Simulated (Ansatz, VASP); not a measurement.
# NaSnF3 in two plane-wave programs, part 3 of 3

Wanted: the spread between two codes on one cell, functional and k mesh. The cell is generated by rule, not measured, and may not be a known phase. Of the first pair: The cell is taken from a series of runs on this material, whose earlier steps may have relaxed, scaled, displaced or heated it; both programs get it as it stands.

VASP 6.6.1 and Ansatz 0.2.0.

So far: VASP: relaxation of cell and atoms, LDA, pair 1; Ansatz: relaxation of cell and atoms, LDA, pair 1; Differences; VASP: relaxation of cell and atoms, LDA, pair 2; Ansatz: relaxation of cell and atoms, LDA, pair 2; Side by side.

## Step 8: Ansatz: relaxation of cell and atoms, LDA, pair 3

Level of this step: Ansatz beside VASP: Kohn-Sham DFT, plane waves, LDA (Ansatz).

The relaxed volume is the usual yardstick between codes: in a stiff, nearly cubic crystal its relative difference is about their pressure difference at one cell divided by the bulk modulus. Its start cell is another than that of the pair before, and may be another structure of the material.

The two relaxations start from unlike cells of this crystal (the structure described is Ansatz's start), so only their ends are compared.

Contents of input.yaml:

```yaml
crystal:
  lattice:
    - [4.295682605, 0.0, 0.0]
    - [0.0, 4.295682605, 0.0]
    - [0.0, 0.0, 5.3022402402]
  atoms:
    - { symbol: Na, position: [0.0, 0.0, 0.1739155435] }
    - { symbol: Sn, position: [0.5, 0.5, 0.4825343503] }
    - { symbol: F, position: [0.5, 0.0, 0.3645573298] }
    - { symbol: F, position: [0.5, 0.5, 0.0979546735] }
    - { symbol: F, position: [0.0, 0.5, 0.3645573298] }
kpoints:
  mp_grid: { grid: [6, 6, 4] }
hamiltonian:
  xc: lda
  pseudopotentials: { kind: paw, azcp: { folder: soft_1 }, xc_functional: pbe }
scf:
  occupations: { method: fixed }
output:
  forces: true
  stress: true
  eigenvalues: true
relax:
  adjacent_minimum: "off"
  f_tol: 0.001
  max_steps: 60
  cell: { stress_tol: 0.01 }
```

Launch:

```bash
> ansatz run input.yaml --threads 8 --pin off --max-ram 16384MiB --backend cpu --events-out ev --progress --plain --runs-dir out
```

Numbers of over 12 decimals in the logs are rounded to 6 here.

What it wrote:

```text
[...]
Crystal: 5 atoms, lattice volume = 97.842 Å³
Basis set: ecut = 420 eV, 1913 PW (Γ)
Bands: 27, of which v1, the nominal top of the filled ones, is band 22 counted from 1 (21 counted from 0)
Symmetry: 8 space group operations
[...]
k-points: 30 of 144 (time reversal used)
[...]
--- Relaxed structure (4 steps of the walk, 4 accepted, 1 SCFs on fresh bases) ---
[...]
cell:  # Å, volume = 97.9233 Å³
    - [4.294826, 0.0, 0]
    - [0.0, 4.294826, 0.0]
    - [0, 0.0, 5.308783]
  atoms:
    - { symbol: Na, position: [0, 0.0, 0.173900] }
    - { symbol: Sn, position: [0.5, 0.5, 0.482388] }
    - { symbol: F, position: [0.5, 0.0, 0.364482] }
    - { symbol: F, position: [0.5, 0.5, 0.098266] }
    - { symbol: F, position: [0, 0.5, 0.364482] }
[key lines of the parts left out:]
SCF converged after 5 iterations
Free energy (F): -9730.668867 eV
Fermi energy:    2.514555 eV
P = ⅓ Tr σ = 0.0011 GPa (0.011 kbar)
```

## Step 9: VASP: relaxation of cell and atoms, LDA, pair 3

Its own start cell and the same functional (in two slightly different forms) and mesh now go to VASP, with its own data sets.

Contents of INCAR:

```
SYSTEM = NaSnF3
PREC = Accurate
ENCUT = 600
EDIFF = 1E-07
NELM = 120
ISMEAR = 0
SIGMA = 0.01
LREAL = .FALSE.
ALGO = Normal
GGA = CA
NBANDS = 27
LORBIT = 11
LWAVE = .FALSE.
LCHARG = .FALSE.
ISIF = 3
IBRION = 2
NSW = 80
EDIFFG = -0.005
LASPH = .TRUE.
GGA_COMPAT = .FALSE.
NELMIN = 4
EFERMI = MIDGAP
KPAR = 2
```

Contents of POSCAR:

```
NaSnF3
1.0
    4.2883814792      0.0000000000      0.0000000000
    0.0000000000      4.2883814792      0.0000000000
    0.0000000000      0.0000000000      5.1869737857
Na Sn F
1 1 3
Direct
    0.0000000000      0.0000000000      0.1691875251
    0.4999998836      0.4999998836      0.4895893839
    0.4999998836      0.0000000000      0.3659638277
    0.4999998836      0.4999998836      0.0928148537
    0.0000000000      0.4999998836      0.3659638277
```

Contents of KPOINTS:

```
Automatic mesh
0
Gamma
6 6 4
0 0 0
```

PAW data sets: Na_pv, Sn_d and F (LDA family, release 64).

Launch:

```bash
> mpirun -np 2 vasp_std
```

What it wrote:

```text
[... set-up lines as in an earlier step ...]
 entering main loop
       N       E                     dE             d eps       ncg     rms          rms(c)
DAV:   1     0.551525727986E+03    0.55153E+03   -0.23669E+04  1626   0.212E+03
DAV:   2     0.506572969587E+02   -0.50087E+03   -0.48086E+03  1852   0.567E+02
DAV:   3    -0.240822415787E+02   -0.74740E+02   -0.74143E+02  1781   0.208E+02
DAV:   4    -0.272041137720E+02   -0.31219E+01   -0.31103E+01  1939   0.457E+01
[...]
DAV:  13    -0.245484349697E+02   -0.23061E-05   -0.39624E-05  2079   0.657E-02    0.616E-03
DAV:  14    -0.245484366674E+02   -0.16976E-05   -0.45746E-06  1908   0.176E-02    0.207E-03
DAV:  15    -0.245484367064E+02   -0.38982E-07   -0.36179E-07  1670   0.107E-02
   1 F= -.24548437E+02 E0= -.24548437E+02  d E =-.245484E+02
[... from here on, the cycles between the ionic steps are left out ...]
   2 F= -.24548441E+02 E0= -.24548441E+02  d E =-.468248E-05
   3 F= -.24548442E+02 E0= -.24548442E+02  d E =-.481435E-05
   4 F= -.24548446E+02 E0= -.24548446E+02  d E =-.403895E-05
   5 F= -.24548451E+02 E0= -.24548451E+02  d E =-.965558E-05
   6 F= -.24548452E+02 E0= -.24548452E+02  d E =-.101489E-04
   7 F= -.24548457E+02 E0= -.24548457E+02  d E =-.538172E-05
 trial-energy change:   -0.000005  1 .order   -0.000005   -0.000006   -0.000004
 step:   3.2217(harm=  3.2217)  dis= 0.00226  next Energy=   -24.548461 (dE=-0.931E-05)
 reached required accuracy - stopping structural energy minimisation
```

From OUTCAR (step 9):

```text
  Total       -0.0057248     -0.0057248      0.0131463      0.0000000      0.0000000      0.0000000
  in kB       -0.0960207     -0.0960207      0.2205000      0.0000000      0.0000000      0.0000000
  external PRESSURE =       0.0094862 kB  Pullay stress =       0.0000000 kB

 POSITION                                       TOTAL-FORCE (eV/Angst)
 -----------------------------------------------------------------------------------
      0.00000      0.00000      0.88033         0.000000      0.000000      0.003725
      2.14549      2.14549      2.53833         0.000000     -0.000000      0.002540
      2.14549      0.00000      1.89826         0.000000      0.000000     -0.000667
      2.14549      2.14549      0.48117         0.000000      0.000000     -0.004930
      0.00000      2.14549      1.89826         0.000000     -0.000000     -0.000667
 -----------------------------------------------------------------------------------
    total drift:                                0.002220      0.002220     -0.001927

  FREE ENERGIE OF THE ION-ELECTRON SYSTEM (eV)
  ---------------------------------------------------
  free  energy   TOTEN  =       -24.5484570513 eV

  energy  without entropy=      -24.5484570513  energy(sigma->0) =      -24.54845705

[... 1 part as in an earlier step ...]

[... 3 further parts left out ...]
[key lines of the parts left out:]
E-fermi :   2.2846
```

## Step 10: Comparison

What differs besides the data sets and the points named for the pairs above, as far as they apply: the data sets hold 44 valence electrons in Ansatz (on its PAW soft_1 files) and 42 in VASP. Total energies have different zeros and are not compared.

Compared:

```csv
quantity,Ansatz,VASP,difference
volume (Å³),97.92,95.52,+2.51 %
"edge a after relaxation, in the typed setting (Å)",4.295,4.291,+0.09 %
"edge c after relaxation, in the typed setting (Å)",5.309,5.188,+2.33 %
```

## Step 11: Results

| Quantity | Value |
| --- | --- |
| difference in volume (relaxation of cell and atoms, LDA, pair 1) | 0.88 % |
| difference in volume (relaxation of cell and atoms, LDA, pair 2) | 0.095 % |
| difference in volume (relaxation of cell and atoms, LDA, pair 3) | 2.5 % |

In words: The difference in volume is 2.5 % (relaxation of cell and atoms, LDA, pair 3), beyond the 1.2 % picked in this series as the mark of a large difference, as far as the stopping tolerances let one tell. The data sets hold unlike numbers of valence electrons (44 in Ansatz and 42 in VASP), so part of the differences comes from the potentials. What causes the difference of the relaxation of cell and atoms, LDA, pair 3 pair stays open here. 2 further runs of this series are not shown here. How closely two codes agree says nothing of how well the functional describes the real material.

[Lines on the potential files, build, host, timing and source positions are cut from VASP's logs without a mark.]

[Logs are printed without paths, hosts, clocks, repeated set-up lines and the standing remarks that a program may print on its own settings, such as how far it seeks lower states.]

[Hosts, paths, dates, database ids (printed as entryN), source tags and the programs' standing remarks are cut or masked in the printed files.]
